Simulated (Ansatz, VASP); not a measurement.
# Ti (Titanium): VASP beside Ansatz, part 2 of 2

One calculation is typed for both programs; each brings its own data sets. How far apart do they land? The structure shown comes from an earlier Ansatz run, which isn't shown and may have moved the atoms alone.

VASP 6.6.1 and Ansatz 0.2.0.

So far: The starting structure; Ansatz: elastic constants, PBEsol, pair 1.

### Step 3. VASP: elastic constants, PBEsol, pair 1

Level of this step: PBEsol; plane waves and PAW (Ti_sv) (VASP).

The same cell, functional, mesh and smearing now go to VASP, with its own data sets.

Lines of VASP's logs that name or quote its potential files are left out, and so is its time.

The input, INCAR:

```
SYSTEM = Ti
PREC = Accurate
ENCUT = 500
EDIFF = 1E-08
NELM = 120
ISMEAR = 1
SIGMA = 0.25
LREAL = .FALSE.
ALGO = Normal
GGA = PS
NBANDS = 18
LASPH = .TRUE.
LORBIT = 11
LWAVE = .FALSE.
LCHARG = .FALSE.
ISIF = 3
IBRION = 6
NFREE = 2
POTIM = 0.015
NSW = 1
GGA_COMPAT = .FALSE.
KPAR = 2
```

The input, POSCAR:

```
Ti
1.0
    2.9337154089      0.0000000000      0.0000000000
   -1.4668577045      2.5406720716      0.0000000000
    0.0000000000      0.0000000000      4.4771042768
Ti
2
Direct
    0.3333333333      0.6666666667      0.2500000000
    0.6666666667      0.3333333333      0.7500000000
```

The input, KPOINTS:

```
Automatic mesh
0
Gamma
4 4 4
0 0 0
```

PAW data sets: Ti_sv (PBE family, release 64).

Command:

```sh
$ mpirun -np 2 vasp_std
```

Numbers of over 12 decimals in the logs are rounded to 6 here.

The program printed:

```text
[banner, memory and clock lines left out]
running    2 mpi-ranks, on    1 nodes
 distrk:  each k-point on    1 cores,    2 groups
 distr:  one band on    1 cores,    1 groups

 POSCAR found type information on POSCAR Ti
 POSCAR found :  1 types and       2 ions
|                                                                             |
|               ----> ADVICE to this user running VASP <----                  |
|                                                                             |
|     You enforced a specific xc type in the INCAR file but a different       |
|     [... a line on the potential file left out ...]
|     I HOPE YOU KNOW WHAT YOU ARE DOING!                                     |
|                                                                             |

 LDA part: xc-table for (Slater+PW92), standard interpolation
 POSCAR, INCAR and KPOINTS ok, starting setup
 FFT: planning ... GRIDC
 FFT: planning ... GRID_SOFT
 FFT: planning ... GRID
 WAVECAR not read
 entering main loop
       N       E                     dE             d eps       ncg     rms          rms(c)
DAV:   1     0.252230555973E+03    0.25223E+03   -0.12731E+04   432   0.161E+03
DAV:   2     0.110886601836E+02   -0.24114E+03   -0.23804E+03   440   0.449E+02
DAV:   3    -0.177982077694E+02   -0.28887E+02   -0.28564E+02   828   0.127E+02
DAV:   4    -0.188759337475E+02   -0.10777E+01   -0.10769E+01   472   0.264E+01
DAV:   5    -0.189277341600E+02   -0.51800E-01   -0.51785E-01   684   0.411E+00    0.129E+01
DAV:   6    -0.167243280553E+02    0.22034E+01   -0.78510E+00   500   0.296E+01    0.325E+00
DAV:   7    -0.166913114055E+02    0.33017E-01   -0.97108E-01   648   0.751E+00    0.212E+00
DAV:   8    -0.167196401678E+02   -0.28329E-01   -0.23786E-01   490   0.592E+00    0.771E-01
DAV:   9    -0.167098623014E+02    0.97779E-02   -0.56792E-02   520   0.249E+00    0.661E-02
DAV:  10    -0.167102847205E+02   -0.42242E-03   -0.34832E-03   596   0.401E-01    0.103E-01
DAV:  11    -0.167103519050E+02   -0.67185E-04   -0.28694E-04   518   0.128E-01    0.386E-02
DAV:  12    -0.167103428890E+02    0.90160E-05   -0.48630E-05   552   0.607E-02    0.960E-03
DAV:  13    -0.167103428196E+02    0.69409E-07   -0.17671E-06   480   0.128E-02    0.203E-03
DAV:  14    -0.167103429069E+02   -0.87296E-07   -0.41817E-07   634   0.447E-03    0.723E-04
DAV:  15    -0.167103429016E+02    0.52592E-08   -0.35188E-08   470   0.150E-03
   1 F= -.16710343E+02 E0= -.16715991E+02  d E =0.169457E-01
[... from here on, the cycles between the ionic steps are left out ...]
   2 F= -.16703791E+02 E0= -.16709434E+02  d E =0.169287E-01
   9 F= -.16708255E+02 E0= -.16713777E+02  d E =0.165653E-01
  10 F= -.16708756E+02 E0= -.16714319E+02  d E =0.166905E-01
  11 F= -.16708756E+02 E0= -.16714319E+02  d E =0.166905E-01
  12 F= -.16708756E+02 E0= -.16714323E+02  d E =0.166996E-01
  13 F= -.16708756E+02 E0= -.16714323E+02  d E =0.166996E-01
  14 F= -.16710129E+02 E0= -.16715762E+02  d E =0.168988E-01
  15 F= -.16710129E+02 E0= -.16715762E+02  d E =0.168988E-01
  16 F= -.16709483E+02 E0= -.16715110E+02  d E =0.168829E-01
 Finite differences progress:
  Degree of freedom:   8/  8
  Displacement:        1/  2
  Total:              15/ 16
 bond charge predicted
       N       E                     dE             d eps       ncg     rms          rms(c)
DAV:   1    -0.166847752464E+02    0.24707E-01   -0.33405E+00   568   0.435E+01    0.337E-01
DAV:   2    -0.167099141433E+02   -0.25139E-01   -0.25952E-01   468   0.521E+00    0.195E-01
DAV:   3    -0.167095549075E+02    0.35924E-03   -0.48695E-03   668   0.774E-01    0.981E-02
DAV:   4    -0.167095207004E+02    0.34207E-04   -0.62326E-04   578   0.227E-01    0.304E-02
DAV:   5    -0.167094821572E+02    0.38543E-04   -0.28769E-04   606   0.205E-01    0.375E-03
DAV:   6    -0.167094828019E+02   -0.64470E-06   -0.16271E-05   518   0.426E-02    0.203E-03
DAV:   7    -0.167094827301E+02    0.71806E-07   -0.12916E-06   660   0.138E-02    0.654E-04
DAV:   8    -0.167094827198E+02    0.10300E-07   -0.31292E-07   558   0.629E-03    0.160E-04
DAV:   9    -0.167094827289E+02   -0.90972E-08   -0.20201E-08   400   0.170E-03
  17 F= -.16709483E+02 E0= -.16715110E+02  d E =0.168828E-01
 Finite differences progress:
  Degree of freedom:   8/  8
  Displacement:        2/  2
  Total:              16/ 16
```

OUTCAR, selected parts (step 3):

```text
ion  position               nearest neighbor table
   1  0.333  0.667  0.250-   2 2.81   2 2.81   2 2.81   2 2.81   2 2.81   2 2.81
   2  0.667  0.333  0.750-   1 2.81   1 2.81   1 2.81   1 2.81   1 2.81   1 2.81

  LATTYP: Found a hexagonal cell.
 ALAT       =     2.9337154089
 C/A-ratio  =     1.5260867715

 Subroutine GETGRP returns: Found 24 space group operations
 (whereof 12 operations were pure point group operations)

The static configuration has the point symmetry D_3d.
 The point group associated with its full space group is D_6h.

 Found     12 irreducible k-points:

   k-points           NKPTS =     12   k-points in BZ     NKDIM =     12   number of bands    NBANDS=     18

   dimension x,y,z NGX =    24 NGY =   24 NGZ =   36
   dimension x,y,z NGXF=    48 NGYF=   48 NGZF=   72

   ENCUT  =  500.0 eV  36.75 Ry    6.06 a.u.   5.35  5.35  8.16*2*pi/ulx,y,z

   NELECT =      24.0000    total number of electrons

 k-points in reciprocal lattice and weights: Automatic mesh
   0.00000000  0.00000000  0.00000000       0.016
   0.25000000  0.00000000  0.00000000       0.094
   0.50000000  0.00000000  0.00000000       0.047
   0.25000000  0.25000000  0.00000000       0.094
   0.00000000  0.00000000  0.25000000       0.031
   0.25000000  0.00000000  0.25000000       0.188
   0.50000000  0.00000000  0.25000000       0.094
   0.25000000  0.25000000  0.25000000       0.188
   0.00000000  0.00000000  0.50000000       0.016
   0.25000000  0.00000000  0.50000000       0.094
   0.50000000  0.00000000  0.50000000       0.047
   0.25000000  0.25000000  0.50000000       0.094

 average (electrostatic) potential at core
       1 -71.8159       2 -71.8159

 E-fermi :   8.5489

 k-point     1 :       0.0000    0.0000    0.0000
  band No.  band energies     occupation
    ...
      6     -23.8643      2.00000
      7     -23.8448      2.00000
      8     -23.8448      2.00000
      9       2.3377      2.00000
     10       5.8475      2.00000
     11       9.3757     -0.00003
     12       9.3757     -0.00003
     13       9.7645     -0.00000
     14       9.9135     -0.00000
     15       9.9684     -0.00000
    ...

 k-point     2 :       0.2500    0.0000    0.0000
  band No.  band energies     occupation
    ...
      8     -23.8735      2.00000
      9       3.9536      2.00000
     10       6.7402      2.00000
     11       7.7892      2.00015
     12       8.1076      2.03159
     13       9.4192     -0.00001
     14       9.4968     -0.00000
     15       9.7396     -0.00000
     16      10.5386     -0.00000
     17      10.8643     -0.00000
    ...

 k-point     3 :       0.5000    0.0000    0.0000
  band No.  band energies     occupation
    ...
      8     -23.9081      2.00000
      9       6.1900      2.00000
     10       6.3288      2.00000
     11       6.7219      2.00000
     12       7.9200      2.00216
     13       8.9087     -0.06052
     14       9.4298     -0.00001
     15      10.0232     -0.00000
     16      12.0162     -0.00000
     17      12.3168     -0.00000
    ...

  Total       -0.0691076     -0.0691076     -0.0640894      0.0000000      0.0000000     -0.0000000
  in kB       -3.3179697     -3.3179697     -3.0770399      0.0000000      0.0000000     -0.0000000
  external PRESSURE =      -3.2376598 kB  Pullay stress =       0.0000000 kB

  energy-cutoff  :      500.00
  volume of cell :       33.37
      direct lattice vectors                 reciprocal lattice vectors
     2.933715409  0.000000000  0.000000000     0.340864692  0.196798322  0.000000000
    -1.466857704  2.540672072  0.000000000     0.000000000  0.393596644  0.000000000
     0.000000000  0.000000000  4.477104277     0.000000000  0.000000000  0.223358657

 POSITION                                       TOTAL-FORCE (eV/Angst)
 -----------------------------------------------------------------------------------
     -0.00000      1.69378      1.10428        -0.000000      0.000000      0.114730
      1.46686      0.84689      3.35783         0.000000     -0.000000     -0.114730
 -----------------------------------------------------------------------------------
    total drift:                               -0.000000      0.000000     -0.000023

  FREE ENERGIE OF THE ION-ELECTRON SYSTEM (eV)
  ---------------------------------------------------
  free  energy   TOTEN  =       -16.7094827289 eV

  energy  without entropy=      -16.7263655675  energy(sigma->0) =      -16.71511034

  SYMMETRIZED ELASTIC MODULI (kBar)
 Direction    XX          YY          ZZ          XY          YZ          ZX
 --------------------------------------------------------------------------------
 XX        2428.7109    650.8298    581.0121     -0.0000     -0.0000      0.0000
 YY         650.8298   2428.7109    581.0121     -0.0000     -0.0000     -0.0000
 ZZ         581.0121    581.0121   2530.8589     -0.0000      0.0000     -0.0000
 XY          -0.0000     -0.0000     -0.0000    888.9406      0.0000      0.0000
 YZ           0.0000     -0.0000      0.0000      0.0000    675.3412     -0.0000
 ZX          -0.0000      0.0000     -0.0000      0.0000     -0.0000    675.3413
 --------------------------------------------------------------------------------

 Eigenvectors and eigenvalues of the dynamical matrix
 ----------------------------------------------------

   1 f  =    8.836264 THz    55.519883 2PiTHz  294.746033 cm-1    36.543834 meV
             X         Y         Z           dx          dy          dz
     -0.000000  1.693781  1.119276    -0.000000   -0.000000    0.707107
      1.466858  0.846891  3.357828     0.000000   -0.000000   -0.707107

   2 f  =    4.420464 THz    27.774596 2PiTHz  147.450814 cm-1    18.281563 meV
             X         Y         Z           dx          dy          dz
     -0.000000  1.693781  1.119276     0.402780   -0.581178   -0.000000
      1.466858  0.846891  3.357828    -0.402780    0.581178   -0.000000

   3 f  =    4.420464 THz    27.774596 2PiTHz  147.450814 cm-1    18.281563 meV
             X         Y         Z           dx          dy          dz
     -0.000000  1.693781  1.119276     0.581178    0.402780    0.000000
      1.466858  0.846891  3.357828    -0.581178   -0.402780    0.000000

   4 f  =    0.000000 THz     0.000000 2PiTHz    0.000002 cm-1     0.000000 meV
             X         Y         Z           dx          dy          dz
     -0.000000  1.693781  1.119276    -0.198650    0.671910    0.095266
      1.466858  0.846891  3.357828    -0.198650    0.671910    0.095266

   5 f  =    0.000000 THz     0.000000 2PiTHz    0.000001 cm-1     0.000000 meV
             X         Y         Z           dx          dy          dz
     -0.000000  1.693781  1.119276     0.678629    0.196504    0.029142
      1.466858  0.846891  3.357828     0.678629    0.196504    0.029142

   6 f/i=    0.000000 THz     0.000001 2PiTHz    0.000004 cm-1     0.000001 meV
             X         Y         Z           dx          dy          dz
     -0.000000  1.693781  1.119276    -0.001217   -0.099616    0.700054
      1.466858  0.846891  3.357828    -0.001217   -0.099616    0.700054

 ELASTIC MODULI CONTR FROM IONIC RELAXATION (kBar)
 Direction    XX          YY          ZZ          XY          YZ          ZX
 --------------------------------------------------------------------------------
 XX         -76.2071     76.2071      0.0000      0.0000     -0.0000      0.0000
 YY          76.2071    -76.2071     -0.0000      0.0000      0.0000     -0.0000
 ZZ           0.0000     -0.0000     -0.0000      0.0000     -0.0000      0.0000
 XY           0.0000      0.0000      0.0000    -76.2071      0.0000     -0.0000
 YZ          -0.0000      0.0000     -0.0000      0.0000     -0.0000      0.0000
 ZX           0.0000     -0.0000      0.0000     -0.0000      0.0000     -0.0000
 --------------------------------------------------------------------------------

 TOTAL ELASTIC MODULI (kBar)
 Direction    XX          YY          ZZ          XY          YZ          ZX
 --------------------------------------------------------------------------------
 XX        2352.5039    727.0369    581.0121     -0.0000     -0.0000      0.0000
 YY         727.0369   2352.5039    581.0121     -0.0000     -0.0000     -0.0000
 ZZ         581.0121    581.0121   2530.8589     -0.0000     -0.0000     -0.0000
 XY          -0.0000     -0.0000     -0.0000    812.7335      0.0000      0.0000
 YZ           0.0000     -0.0000     -0.0000      0.0000    675.3412     -0.0000
 ZX          -0.0000      0.0000     -0.0000     -0.0000     -0.0000    675.3413
 --------------------------------------------------------------------------------

 total charge
# of ion       s       p       d       tot
------------------------------------------
    1        2.260   6.130   1.911  10.301
    2        2.260   6.130   1.911  10.301
--------------------------------------------------
tot          4.519  12.261   3.823  20.602

[... 3 further parts left out ...]
```

CONTCAR:

```
Ti
   1.00000000000000
     2.9337154088999999    0.0000000000000000    0.0000000000000000
    -1.4668577045000000    2.5406720716000000    0.0000000000000000
     0.0000000000000000    0.0000000000000000    4.4771042767999996
  Ti
     2
Direct
     0.3333333332999971    0.6666666667000031    0.2466496201400248
     0.6666666667000030    0.3333333332999970    0.7500000000000000
```

Levels, forces or a CONTCAR printed for this step are those of its last displaced cell, not of the structure at rest.

### Step 4. Comparison

Known differences besides the potentials themselves: the cutoff is 420 eV in Ansatz and 500 eV in VASP; Ansatz makes its cores anew for this functional, VASP keeps those of its PBE data sets; VASP takes each elastic constant from one size of strain, Ansatz from those that its log lists. Total energies have different zeros and are not compared.

Compared:

```tsv
quantity	Ansatz	VASP	difference
C11 (GPa)	235.6	235.2	+0.17 %
C22 (GPa)	235.6	235.2	+0.17 %
C33 (GPa)	253.5	253.1	+0.18 %
C12 (GPa)	73.5	72.7	+1.16 %
C13 (GPa)	58.6	58.1	+0.83 %
C23 (GPa)	58.6	58.1	+0.83 %
C44 (GPa)	67.1	67.5	-0.65 %
C55 (GPa)	67.1	67.5	-0.65 %
C66 (GPa)	81.0	81.3	-0.27 %
```

### Step 5. Ansatz: elastic constants, PBEsol, pair 2

Elastic constants are differences of stresses under small strains, so they test the stress and the mesh. The cell compared in this pair holds 33.45 Å³, against 33.37 Å³ for the pair before.

The structure shown comes from an earlier Ansatz run, which isn't shown and may have moved the atoms alone.

The input, input.yaml:

```yaml
crystal:
  lattice:
    - [2.9048103848, 0.0, 0.0]
    - [-1.4524051924, 2.5156395864, 0.0]
    - [0.0, 0.0, 4.5773279837]
  atoms:
    - { symbol: Ti, position: [0.3333333333, 0.6666666667, 0.25] }
    - { symbol: Ti, position: [0.6666666667, 0.3333333333, 0.75] }
kpoints:
  mp_grid: { grid: [15, 15, 8] }
hamiltonian:
  xc: pbesol
scf:
  occupations: { method: gaussian, width: 0.05 }
output:
  forces: true
  stress: true
  eigenvalues: true
elastic:
  mode: relaxed_ion
  stencil: two_point
  amplitude: 0.002
```

Command:

```sh
$ ansatz run input.yaml --threads 4 --pin off --max-ram 16384MiB --backend cpu --events-out ev --progress --plain --runs-dir out
```

The program printed:

```text
[...]
Crystal: 2 atoms, lattice volume = 33.449 Å³
Basis set: ecut = 420 eV, 627 PW (Γ), exchange–correlation on 40×40×64 points (8 copies of the dense FFT grid, shifted against one another)
Bands: 16, of which v1, the nominal top of the filled ones, is band 12 counted from 1 (11 counted from 0)
Symmetry: 24 space group operations
[...]
k-points: 135 of 1800
[...]
2.000e-3       0.3265       -4947.7938726       5   30067    687   relax 0 steps, max|allowed force component| 1.67e-16 eV/Å
[...]
δ    σ_23 (GPa)             F (eV)   n_scf  n_hpsi   n_pw
    -2.000e-3      -0.0803       -4947.7939237      12  159751    687   relax 1 steps, max|allowed force component| 2.29e-5 eV/Å
     2.000e-3       0.0803       -4947.7939237      12  159660    687   relax 1 steps, max|allowed force component| 2.29e-5 eV/Å
[key lines of the parts left out:]
SCF converged after 8 iterations
Free energy (F): -4947.793941 eV
Fermi energy:    13.867630 eV
P = ⅓ Tr σ = 0.0057 GPa (0.057 kbar)
```

### Step 6. VASP: elastic constants, PBEsol, pair 2

The same cell, functional, mesh and smearing now go to VASP, with its own data sets.

INCAR, as its differences from that of step 3:

```diff
@@ -5,4 +5,4 @@
 NELM = 120
-ISMEAR = 1
-SIGMA = 0.25
+ISMEAR = 0
+SIGMA = 0.05
 LREAL = .FALSE.
```

The input, POSCAR:

```
Ti
1.0
    2.9048103848      0.0000000000      0.0000000000
   -1.4524051924      2.5156395864      0.0000000000
    0.0000000000      0.0000000000      4.5773279837
Ti
2
Direct
    0.3333333333      0.6666666667      0.2500000000
    0.6666666667      0.3333333333      0.7500000000
```

The input, KPOINTS:

```
Automatic mesh
0
Gamma
15 15 8
0 0 0
```

Command:

```sh
$ mpirun -np 2 vasp_std
```

The program printed:

```text
[banner, memory and clock lines left out]
running    2 mpi-ranks, on    1 nodes
[...]
[... a notice as in an earlier step ...]

 LDA part: xc-table for (Slater+PW92), standard interpolation
 POSCAR, INCAR and KPOINTS ok, starting setup
[...]
entering main loop
       N       E                     dE             d eps       ncg     rms          rms(c)
DAV:   1     0.254957155027E+03    0.25496E+03   -0.12965E+04  4860   0.164E+03
DAV:   2     0.107026155856E+02   -0.24425E+03   -0.24097E+03  4950   0.452E+02
DAV:   3    -0.177683259024E+02   -0.28471E+02   -0.28175E+02  9176   0.127E+02
DAV:   4    -0.188665955825E+02   -0.10983E+01   -0.10974E+01  5532   0.263E+01
[...]
DAV:  14    -0.166794649436E+02   -0.18652E-06   -0.22808E-07  7544   0.338E-03    0.864E-04
DAV:  15    -0.166794649065E+02    0.37084E-07   -0.14092E-08  3878   0.984E-04    0.410E-04
DAV:  16    -0.166794649101E+02   -0.36030E-08   -0.57720E-09  2808   0.730E-04
   1 F= -.16679465E+02 E0= -.16678043E+02  d E =-.284381E-02
[... from here on, the cycles between the ionic steps are left out ...]
   2 F= -.16673747E+02 E0= -.16672530E+02  d E =-.243302E-02
   9 F= -.16677914E+02 E0= -.16676547E+02  d E =-.273537E-02
  10 F= -.16678514E+02 E0= -.16677131E+02  d E =-.276665E-02
  11 F= -.16678514E+02 E0= -.16677131E+02  d E =-.276662E-02
  12 F= -.16678515E+02 E0= -.16677126E+02  d E =-.277667E-02
  13 F= -.16678515E+02 E0= -.16677126E+02  d E =-.277665E-02
  14 F= -.16679292E+02 E0= -.16677869E+02  d E =-.284572E-02
  15 F= -.16679292E+02 E0= -.16677869E+02  d E =-.284572E-02
  16 F= -.16679135E+02 E0= -.16677758E+02  d E =-.275410E-02
  17 F= -.16679135E+02 E0= -.16677758E+02  d E =-.275408E-02
 Finite differences progress:
  Degree of freedom:   8/  8
  Displacement:        2/  2
  Total:              16/ 16
```

From OUTCAR (step 6):

```text
  Total       -0.0711858     -0.0711858     -0.0663259     -0.0000000      0.0000000      0.0000000
  in kB       -3.4097740     -3.4097740     -3.1769872     -0.0000000      0.0000000      0.0000000
  external PRESSURE =      -3.3321784 kB  Pullay stress =       0.0000000 kB

 POSITION                                       TOTAL-FORCE (eV/Angst)
 -----------------------------------------------------------------------------------
     -0.00000      1.67709      1.12933        -0.000000      0.000000      0.046341
      1.45241      0.83855      3.43300         0.000000     -0.000000     -0.046341
 -----------------------------------------------------------------------------------
    total drift:                               -0.000000      0.000000     -0.000521

  FREE ENERGIE OF THE ION-ELECTRON SYSTEM (eV)
  ---------------------------------------------------
  free  energy   TOTEN  =       -16.6791346821 eV

  energy  without entropy=      -16.6763806034  energy(sigma->0) =      -16.67775764

[... 3 further parts left out ...]
[key lines of the parts left out:]
E-fermi :   8.6225
```

Levels, forces or a CONTCAR printed for this step are those of its last displaced cell, not of the structure at rest.

### Step 7. Differences

Compared:

```tsv
quantity	Ansatz	VASP	difference
C11 (GPa)	178.8	180.1	-0.75 %
C22 (GPa)	178.8	180.1	-0.75 %
C33 (GPa)	170.2	186.0	-8.51 %
C12 (GPa)	90.4	87.7	+3.04 %
C13 (GPa)	89.7	86.5	+3.59 %
C23 (GPa)	89.7	86.5	+3.59 %
C44 (GPa)	40.1	40.5	-0.84 %
C55 (GPa)	40.1	40.5	-0.84 %
C66 (GPa)	44.2	46.2	-4.35 %
```

### Step 8. Outcome

```
difference in C12 (elastic constants, PBEsol, pair 1) : 1.2 %
difference in C33 (elastic constants, PBEsol, pair 2) : -8.5 %
```

In words: The difference in C33 is -8.5 % (elastic constants, PBEsol, pair 2), beyond the 5 % picked in this series as the mark of a large difference. What causes the difference of the elastic constants, PBEsol, pair 2 pair stays open here. Such differences can come from data sets, numerical settings and the points named under the comparisons, not from the functional's error against experiment.

[Lines on the potential files, build, host, timing and source positions are cut from VASP's logs without a mark.]

[Logs are printed without paths, hosts, clocks, repeated set-up lines and the standing remarks that a program may print on its own settings, such as how far it seeks lower states.]

[Hosts, paths, dates, database ids (printed as entryN), source tags and the programs' standing remarks are cut or masked in the printed files.]
